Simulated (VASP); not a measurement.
Crystal: PtF2.

```xyz
3
Lattice="1.5648 0.9034 4.7309 -1.5648 0.9034 4.7309 0.0000 -1.8068 4.7309" Properties=species:S:1:pos:R:3 pbc="T T T"
Pt    0.0000    0.0000    0.0000
F     0.0000    0.0000    3.5766
F     0.0000    0.0000   10.6161
```

The cell was built by a generator and needn't be a form met in nature.

Base run:

* Program: VASP 6.6.1
* Functional: PBE
* Potentials or basis: VASP PAW PBE potentials, release 64 (Pt, F)
* Cutoff: 520 eV
* k mesh: 7 × 7 × 7
* Occupations: gaussian, width 0.05 eV
* Spin: collinear spin, random start
* Starting moments: [0.39, 0.0, 0.0] μB

Its results: band gap on the k mesh 0.10 eV, indirect (least direct gap 0.35 eV); pressure 25.6 GPa; net moment 2.00 μB per cell; largest force 1.645 eV/Å.

Q: The run is repeated on the same cell with these changes: spin from collinear spin, random start to collinear spin, zero start; moments at the start from [0.39, 0.0, 0.0] to [0.0, 0.0, 0.0]. What comes out?

A: Band gap on the k mesh none (metal or under the smearing width); pressure 24.3 GPa; net moment 0.00 μB per cell; largest force 1.102 eV/Å.

Caveats: so large a pressure means that the cell lies far from this level's equilibrium, or that cutoff or potentials fall short; forces of over 1 eV/Å show positions far from the minimum, so gaps and moduli don't describe the material at rest; spin-orbit coupling is left out, which moves the levels of the heavy elements (some runs); an odd mesh through Γ misses points on the zone boundary, where band edges often lie (some runs).
